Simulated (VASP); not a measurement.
**Beryllium: the relaxed cell at several levels of theory**

Which functional gives which lattice for Beryllium? The starting structure is a measured crystal structure from the Crystallography Open Database.

Program: VASP 6.6.1. Level of theory: Kohn-Sham DFT with plane waves and PAW; PBEsol, r2SCAN, PBE and LDA. Results are calculated unless marked as measured.

**1. The structure**

The structure is hexagonal, space group P6_3/mmc (No. 194). Conventional cell: a = 2.285 Å, b = 2.285 Å, c = 3.584 Å, α = 90.00°, β = 90.00°, γ = 120.00°. Be has 12 Be at 2.23 to 2.29 Å nearest.

**2. Relaxation with PBEsol**

PBEsol restores the gradient expansion of exchange and is tuned for the cells of solids. This run starts from the cell of an earlier relaxation, which isn't shown; the restart sets up the plane waves anew.

Input file INCAR:

```
SYSTEM = Be
PREC = Accurate
ENCUT = 520
EDIFF = 1E-07
NELM = 100
ISMEAR = 1
SIGMA = 0.15
LREAL = .FALSE.
ALGO = Normal
GGA = PS
NBANDS = 8
LORBIT = 11
LWAVE = .FALSE.
LCHARG = .FALSE.
KPAR = 4
IBRION = 2
NSW = 50
ISIF = 3
EDIFFG = -0.005
LASPH = .TRUE.
```

Input file POSCAR:

```
Be
1.0
    2.2585971113      0.0000000000      0.0000000000
   -1.1292985556      1.9560024753      0.0000000000
    0.0000000000      0.0000000000      3.5569567153
Be
2
Direct
    0.6666666667      0.3333333333      0.7500000000
    0.3333333333      0.6666666667      0.2500000000
```

Input file KPOINTS:

```
Automatic mesh
0
Gamma
24 24 14
0 0 0
```

The projector-augmented-wave data sets are Be (PBE family, release 64).

Started as:

```console
$ mpirun -np 4 vasp_std
```

The log of the run:

```text
[banner, memory and clock lines left out]
running    4 mpi-ranks, on    1 nodes
 distrk:  each k-point on    1 cores,    4 groups
 distr:  one band on    1 cores,    1 groups

 POSCAR found type information on POSCAR Be
 POSCAR found :  1 types and       2 ions
|                                                                             |
|               ----> ADVICE to this user running VASP <----                  |
|                                                                             |
|     You enforced a specific xc type in the INCAR file but a different       |
|     [... a line on the potential file left out ...]
|     I HOPE YOU KNOW WHAT YOU ARE DOING!                                     |
|                                                                             |

 LDA part: xc-table for (Slater+PW92), standard interpolation
 POSCAR, INCAR and KPOINTS ok, starting setup
 FFT: planning ... GRIDC
 FFT: planning ... GRID_SOFT
 FFT: planning ... GRID
 WAVECAR not read
 entering main loop
       N       E                     dE             d eps       ncg     rms          rms(c)
DAV:   1    -0.416964566137E+01   -0.41696E+01   -0.18260E+03  7944   0.412E+02
DAV:   2    -0.801404410965E+01   -0.38444E+01   -0.37724E+01 12720   0.488E+01
DAV:   3    -0.802752783911E+01   -0.13484E-01   -0.13466E-01  8232   0.252E+00
DAV:   4    -0.802753850413E+01   -0.10665E-04   -0.10664E-04 11760   0.682E-02
DAV:   5    -0.802753850583E+01   -0.17081E-08   -0.12488E-08  8256   0.390E-04    0.125E+00
DAV:   6    -0.800424706124E+01    0.23291E-01   -0.26357E-03  8192   0.555E-01    0.760E-01
DAV:   7    -0.799450344763E+01    0.97436E-02   -0.37374E-03  8808   0.573E-01    0.146E-02
DAV:   8    -0.799450139660E+01    0.20510E-05   -0.11961E-05  8728   0.274E-02    0.611E-03
DAV:   9    -0.799450204784E+01   -0.65123E-06   -0.44877E-07 10008   0.484E-03    0.455E-04
DAV:  10    -0.799450203719E+01    0.10644E-07   -0.34473E-10  6248   0.141E-04
   1 F= -.79945020E+01 E0= -.79943851E+01  d E =-.799450E+01
 curvature:   0.00 expect dE= 0.000E+00 dE for cont linesearch  0.000E+00
 trial: gam= 0.00000 g(F)=  0.700E-53 g(S)=  0.321E-05 ort = 0.000E+00 (trialstep = 0.100E+01)
 search vector abs. value=  0.321E-05
 reached required accuracy - stopping structural energy minimisation
```

It took 6.8 s on 4 MPI ranks of Intel Xeon 6975P-C (Granite Rapids), shared host; peak memory 0.63 GiB.

The logs omit lines about the potential files and the build; timing stands in the text.

Parts of OUTCAR (step 2):

```text
ion  position               nearest neighbor table
   1  0.667  0.333  0.750-   2 2.21   2 2.21   2 2.21   2 2.21   2 2.21   2 2.21
   2  0.333  0.667  0.250-   1 2.21   1 2.21   1 2.21   1 2.21   1 2.21   1 2.21

  LATTYP: Found a hexagonal cell.
 ALAT       =     2.2585971113
 C/A-ratio  =     1.5748522379

 Subroutine GETGRP returns: Found 24 space group operations
 (whereof 12 operations were pure point group operations)

The static configuration has the point symmetry D_3d.
 The point group associated with its full space group is D_6h.

 Found    488 irreducible k-points:

   k-points           NKPTS =    488   k-points in BZ     NKDIM =    488   number of bands    NBANDS=      8

   dimension x,y,z NGX =    18 NGY =   18 NGZ =   28
   dimension x,y,z NGXF=    36 NGYF=   36 NGZF=   56

   ENCUT  =  520.0 eV  38.22 Ry    6.18 a.u.   4.20  4.20  6.61*2*pi/ulx,y,z

   NELECT =       4.0000    total number of electrons

 k-points in reciprocal lattice and weights: Automatic mesh
   0.00000000  0.00000000  0.00000000       0.000
   0.04166667  0.00000000  0.00000000       0.001
   0.08333333  0.00000000  0.00000000       0.001
   0.12500000  0.00000000  0.00000000       0.001
   0.16666667 -0.00000000  0.00000000       0.001
   0.20833333  0.00000000  0.00000000       0.001
   0.25000000  0.00000000  0.00000000       0.001
   0.29166667  0.00000000  0.00000000       0.001
   0.33333333  0.00000000  0.00000000       0.001
[...]
0.33333333  0.29166667  0.50000000       0.001
   0.33333333  0.33333333  0.50000000       0.000

 average (electrostatic) potential at core
       1 -32.7587       2 -32.7587

 E-fermi :   7.0125

 k-point     1 :       0.0000    0.0000    0.0000
  band No.  band energies     occupation
      1      -4.3113      2.00000
      2       2.5831      2.00000
      3       8.2116     -0.00000
      4      23.1417      0.00000
      5      23.1417      0.00000
      6      25.9992      0.00000
      7      25.9992      0.00000
    ...

 k-point     2 :       0.0417    0.0000    0.0000
  band No.  band energies     occupation
      1      -4.2614      2.00000
      2       2.6489      2.00000
      3       8.2259     -0.00000
      4      22.7110      0.00000
      5      22.8030      0.00000
      6      26.0080      0.00000
      7      26.1922      0.00000
    ...

 k-point     3 :       0.0833    0.0000    0.0000
  band No.  band energies     occupation
      1      -4.1117      2.00000
      2       2.8461      2.00000
      3       8.2671     -0.00000
      4      21.5802      0.00000
      5      22.0405      0.00000
      6      26.0012      0.00000
      7      26.4964      0.00000
    ...

  Total        0.0050683      0.0050683      0.0090349      0.0000000     -0.0000000      0.0000000
  in kB        0.5167586      0.5167586      0.9211841      0.0000000     -0.0000000      0.0000000
  external PRESSURE =       0.6515671 kB  Pullay stress =       0.0000000 kB

  energy-cutoff  :      520.00
  volume of cell :       15.71
      direct lattice vectors                 reciprocal lattice vectors
     2.258597111  0.000000000  0.000000000     0.442752714  0.255623398  0.000000000
    -1.129298556  1.956002475  0.000000000     0.000000000  0.511246797  0.000000000
     0.000000000  0.000000000  3.556956715     0.000000000  0.000000000  0.281139210

 POSITION                                       TOTAL-FORCE (eV/Angst)
 -----------------------------------------------------------------------------------
      1.12930      0.65200      2.66772         0.000000     -0.000000      0.000000
     -0.00000      1.30400      0.88924        -0.000000      0.000000      0.000000
 -----------------------------------------------------------------------------------
    total drift:                                0.000000     -0.000000      0.000000

  FREE ENERGIE OF THE ION-ELECTRON SYSTEM (eV)
  ---------------------------------------------------
  free  energy   TOTEN  =        -7.9945020372 eV

  energy  without entropy=       -7.9941513382  energy(sigma->0) =       -7.99438514

 reached required accuracy - stopping structural energy minimisation

 total charge
# of ion       s       p       d       tot
------------------------------------------
    1        0.406   0.780   0.000   1.187
    2        0.406   0.780   0.000   1.187
--------------------------------------------------
tot          0.813   1.561   0.000   2.373

[... 3 further parts left out ...]
```

The PAW data sets were made with PBE, which is usual practice but a small mismatch for other functionals. The run keeps the 24 symmetry operations of its start, so it cannot find a distortion of lower symmetry.

With PBEsol the relaxed cell holds 7.857 Å³ an atom, -3.07 % against the measured cell, with a = 2.259 Å and c = 3.557 Å.

**3. Relaxation with r2SCAN**

r2SCAN adds the kinetic-energy density, costs more than a GGA and is run with LASPH. This run starts from the cell of an earlier relaxation, which isn't shown; the restart sets up the plane waves anew.

INCAR, as its differences from that of step 2:

```diff
@@ -9,3 +9,4 @@
 ALGO = Normal
-GGA = PS
+METAGGA = R2SCAN
+LASPH = .TRUE.
 NBANDS = 8
@@ -19,2 +20 @@
 EDIFFG = -0.005
-LASPH = .TRUE.
```

Input file POSCAR:

```
Be
1.0
    2.2641810925      0.0000000000      0.0000000000
   -1.1320905463      1.9608383449      0.0000000000
    0.0000000000      0.0000000000      3.5668623279
Be
2
Direct
    0.6666666667      0.3333333333      0.7500000000
    0.3333333333      0.6666666667      0.2500000000
```

KPOINTS is that of step 2.

Started as:

```console
$ mpirun -np 4 vasp_std
```

The log of the run:

```text
[banner, memory and clock lines left out]
running    4 mpi-ranks, on    1 nodes
[...]
[... a notice as in an earlier step ...]

 LDA part: xc-table for (None), standard interpolation
 POSCAR, INCAR and KPOINTS ok, starting setup
[...]
entering main loop
       N       E                     dE             d eps       ncg     rms          rms(c)
DAV:   1    -0.479344110143E+01   -0.47934E+01   -0.18957E+03  7896   0.429E+02
DAV:   2    -0.894715507648E+01   -0.41537E+01   -0.40097E+01 12568   0.514E+01
DAV:   3    -0.896156321387E+01   -0.14408E-01   -0.14390E-01  8584   0.271E+00
DAV:   4    -0.896157091643E+01   -0.77026E-05   -0.77024E-05 11664   0.667E-02
[...]
DAV:   9    -0.867920467972E+01   -0.77709E-06   -0.14111E-06  9336   0.154E-02    0.183E-03
DAV:  10    -0.867920485307E+01   -0.17335E-06   -0.16289E-08  7152   0.165E-03    0.133E-04
DAV:  11    -0.867920478246E+01    0.70606E-07   -0.61005E-10  4032   0.253E-04
   1 F= -.86792048E+01 E0= -.86790799E+01  d E =-.867920E+01
[...]
reached required accuracy - stopping structural energy minimisation
```

Wall time 26 s (4 MPI ranks); peak memory 0.62 GiB.

From OUTCAR (step 3):

```text
  Total        0.0033028      0.0033028      0.0030232     -0.0000000      0.0000000     -0.0000000
  in kB        0.3341620      0.3341620      0.3058679     -0.0000000      0.0000000     -0.0000000
  external PRESSURE =       0.3247307 kB  Pullay stress =       0.0000000 kB

 POSITION                                       TOTAL-FORCE (eV/Angst)
 -----------------------------------------------------------------------------------
      1.13209      0.65361      2.67515        -0.000000      0.000000      0.000000
     -0.00000      1.30723      0.89172         0.000000     -0.000000      0.000000
 -----------------------------------------------------------------------------------
    total drift:                                0.000000     -0.000000      0.000000

  FREE ENERGIE OF THE ION-ELECTRON SYSTEM (eV)
  ---------------------------------------------------
  free  energy   TOTEN  =        -8.6792047825 eV

  energy  without entropy=       -8.6788301796  energy(sigma->0) =       -8.67907991

[... 2 parts as in an earlier step ...]

[... 2 further parts left out ...]
[key lines of the parts left out:]
E-fermi :   7.0607
```

With r2SCAN the relaxed cell holds 7.918 Å³ an atom, -2.31 % against the measured cell, with a = 2.264 Å and c = 3.567 Å. That is +0.77 % from PBEsol.

**4. Relaxation with PBE**

PBE, the usual starting point, adds the gradient of the density. This run starts from the cell of an earlier relaxation, which isn't shown; the restart sets up the plane waves anew.

INCAR, as its differences from that of step 3:

```diff
@@ -9,4 +9,3 @@
 ALGO = Normal
-METAGGA = R2SCAN
-LASPH = .TRUE.
+GGA = PE
 NBANDS = 8
@@ -20 +19,2 @@
 EDIFFG = -0.005
+LASPH = .TRUE.
```

Input file POSCAR:

```
Be
1.0
    2.2650467189      0.0000000000      0.0000000000
   -1.1325233595      1.9615879994      0.0000000000
    0.0000000000      0.0000000000      3.5633117094
Be
2
Direct
    0.6666666667      0.3333333333      0.7500000000
    0.3333333333      0.6666666667      0.2500000000
```

KPOINTS is that of step 3.

Started as:

```console
$ mpirun -np 4 vasp_std
```

The log of the run:

```text
[banner, memory and clock lines left out]
running    4 mpi-ranks, on    1 nodes
[...]
LDA part: xc-table for (Slater+PW92), standard interpolation
 POSCAR, INCAR and KPOINTS ok, starting setup
[...]
entering main loop
       N       E                     dE             d eps       ncg     rms          rms(c)
DAV:   1    -0.352442982942E+01   -0.35244E+01   -0.17908E+03  7920   0.410E+02
DAV:   2    -0.758205541191E+01   -0.40576E+01   -0.39048E+01 12680   0.489E+01
DAV:   3    -0.759644758896E+01   -0.14392E-01   -0.14385E-01  8280   0.258E+00
DAV:   4    -0.759645646705E+01   -0.88781E-05   -0.88790E-05 11720   0.696E-02
[...]
DAV:  10    -0.753207551482E+01    0.21697E-06   -0.64722E-09  7280   0.786E-04    0.262E-04
DAV:  11    -0.753207538943E+01    0.12539E-06   -0.29657E-09  3992   0.530E-04    0.540E-06
DAV:  12    -0.753207538596E+01    0.34684E-08   -0.14625E-10  3928   0.124E-04
   1 F= -.75320754E+01 E0= -.75319578E+01  d E =-.753208E+01
[...]
reached required accuracy - stopping structural energy minimisation
```

Elapsed: 8 s, on 4 MPI ranks; peak memory 0.64 GiB; 29 s of CPU time.

Parts of OUTCAR (step 4):

```text
  Total        0.0030972      0.0030972      0.0074109     -0.0000000      0.0000000      0.0000000
  in kB        0.3134326      0.3134326      0.7499710     -0.0000000      0.0000000      0.0000000
  external PRESSURE =       0.4589454 kB  Pullay stress =       0.0000000 kB

 POSITION                                       TOTAL-FORCE (eV/Angst)
 -----------------------------------------------------------------------------------
      1.13252      0.65386      2.67248         0.000000      0.000000      0.000000
     -0.00000      1.30773      0.89083        -0.000000     -0.000000      0.000000
 -----------------------------------------------------------------------------------
    total drift:                                0.000000     -0.000000      0.000000

  FREE ENERGIE OF THE ION-ELECTRON SYSTEM (eV)
  ---------------------------------------------------
  free  energy   TOTEN  =        -7.5320753860 eV

  energy  without entropy=       -7.5317224958  energy(sigma->0) =       -7.53195776

[... 2 parts as in an earlier step ...]

[... 2 further parts left out ...]
[key lines of the parts left out:]
E-fermi :   6.9677
```

With PBE the relaxed cell holds 7.916 Å³ an atom, -2.34 % against the measured cell, with a = 2.265 Å and c = 3.563 Å. That is +0.75 % from PBEsol.

**5. Relaxation with LDA**

LDA, the lowest rung, knows the local density alone. This run starts from the cell of an earlier relaxation, which isn't shown; the restart sets up the plane waves anew.

INCAR, as its differences from that of step 4:

```diff
@@ -9,3 +9,3 @@
 ALGO = Normal
-GGA = PE
+GGA = CA
 NBANDS = 8
```

Input file POSCAR:

```
Be
1.0
    2.2304884044      0.0000000000      0.0000000000
   -1.1152442022      1.9316596211      0.0000000000
    0.0000000000      0.0000000000      3.5160119604
Be
2
Direct
    0.6666666667      0.3333333333      0.7500000000
    0.3333333333      0.6666666667      0.2500000000
```

KPOINTS is that of step 4.

PAW data sets: Be (LDA family, release 64).

Started as:

```console
$ mpirun -np 4 vasp_std
```

The log of the run:

```text
[banner, memory and clock lines left out]
running    4 mpi-ranks, on    1 nodes
[...]
LDA part: xc-table for (Slater(with rela. corr.)+CA(PZ))
 , standard interpolation
 POSCAR, INCAR and KPOINTS ok, starting setup
[...]
entering main loop
       N       E                     dE             d eps       ncg     rms          rms(c)
DAV:   1    -0.517803459979E+01   -0.51780E+01   -0.18596E+03  7976   0.414E+02
DAV:   2    -0.846457334230E+01   -0.32865E+01   -0.32151E+01 12288   0.388E+01
DAV:   3    -0.847450207498E+01   -0.99287E-02   -0.99207E-02  8056   0.216E+00
DAV:   4    -0.847450409547E+01   -0.20205E-05   -0.20209E-05 11304   0.337E-02
[...]
DAV:   8    -0.841779136863E+01    0.85297E-05   -0.78290E-06  8288   0.276E-02    0.530E-03
DAV:   9    -0.841779034825E+01    0.10204E-05   -0.55674E-07 10584   0.625E-03    0.496E-04
DAV:  10    -0.841779033949E+01    0.87551E-08   -0.17297E-09  4640   0.371E-04
   1 F= -.84177903E+01 E0= -.84176920E+01  d E =-.841779E+01
[...]
reached required accuracy - stopping structural energy minimisation
```

It took 5.8 s on 4 MPI ranks; peak memory 0.56 GiB; 21 s of CPU time.

OUTCAR, selected parts (step 5):

```text
  Total        0.0002821      0.0002821      0.0002694      0.0000000      0.0000000      0.0000000
  in kB        0.0298353      0.0298353      0.0284886      0.0000000      0.0000000      0.0000000
  external PRESSURE =       0.0293864 kB  Pullay stress =       0.0000000 kB

 POSITION                                       TOTAL-FORCE (eV/Angst)
 -----------------------------------------------------------------------------------
      1.11524      0.64389      2.63701        -0.000000      0.000000      0.000000
     -0.00000      1.28777      0.87900         0.000000     -0.000000      0.000000
 -----------------------------------------------------------------------------------
    total drift:                                0.000000     -0.000000      0.000000

  FREE ENERGIE OF THE ION-ELECTRON SYSTEM (eV)
  ---------------------------------------------------
  free  energy   TOTEN  =        -8.4177903395 eV

  energy  without entropy=       -8.4174953348  energy(sigma->0) =       -8.41769200

[... 2 parts as in an earlier step ...]

[... 2 further parts left out ...]
[key lines of the parts left out:]
E-fermi :   7.0761
```

With LDA the relaxed cell holds 7.574 Å³ an atom, -6.55 % against the measured cell, with a = 2.230 Å and c = 3.516 Å. That is -3.60 % from PBEsol.

**6. Comparison**

| level | volume (Å³/atom) | against the measured cell (%) | a (Å) | c (Å) | pressure left (GPa) | core minutes |
| --- | --- | --- | --- | --- | --- | --- |
| PBEsol | 7.857 | -3.07 | 2.2586 | 3.557 | 0.07 | 1.95 |
| r2SCAN | 7.918 | -2.31 | 2.2642 | 3.5669 | 0.03 | 9.07 |
| PBE | 7.916 | -2.34 | 2.265 | 3.5633 | 0.05 | 2.19 |
| LDA | 7.574 | -6.55 | 2.2305 | 3.516 | 0.0 | 2.12 |

Core minutes are wall time times ranks, summed over the relaxations behind a row (those for a bulk modulus apart), on shared hosts.

**7. Summary of results**

```
volume, PBEsol : 7.857 Å³/atom
volume, r2SCAN : 7.918 Å³/atom
volume, PBE    : 7.916 Å³/atom
volume, LDA    : 7.574 Å³/atom
```

In words: Across 4 levels the volume of Beryllium spans 4.5 %, from 7.57 Å³ an atom (LDA) to 7.92 Å³ (r2SCAN). Against the measured volume of the starting structure, r2SCAN comes nearest (-2.3 %) and LDA lies farthest (-6.6 %). The measured cell holds zero-point expansion and, unless it was taken cold, thermal expansion, which the runs lack, so small differences decide nothing. All runs keep the symmetry of the start, so they can't find a distortion of lower symmetry.

[Lines on the potential files, build, host, timing and source positions are cut from VASP's logs without a mark.]

[Logs are printed without paths, hosts, clocks, repeated set-up lines and the standing remarks that a program may print on its own settings, such as how far it seeks lower states.]

[Hosts, paths, dates, database ids (printed as entryN), source tags and the programs' standing remarks are cut or masked in the printed files.]
